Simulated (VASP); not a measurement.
Consider the following.

```
Tc
1.0
    1.39740    -2.42037     0.00000
    1.39740     2.42037     0.00000
    0.00000     0.00000     4.47780
Tc
2
Cartesian
  1.39740   0.80679   1.11945
  1.39740  -0.80679   3.35835
```

These are PBE GGA, VASP's PBE PAW potentials (set 64) (plane waves; VASP 6.6.1) values and carry that method's errors. Numerical set-up: 400 eV cut-off, 13×13×8 Γ-centred mesh, first-order Methfessel-Paxton smearing of 0.10 eV, potentials Tc_pv.

Predict the energy per atom (σ→0), pressure, band gap (on the k-mesh) with the smallest direct gap where there is one.

The band gap (on the k-mesh) is none (metal, semimetal or under 0.01 eV). The energy per atom (σ→0) comes out as -10.317 eV/atom and the pressure is -14.41 GPa.

Total energies compare only between runs with the same potentials, cut-off and functional.

The compound is Tc in the hcp structure. The cell was not relaxed at this level.
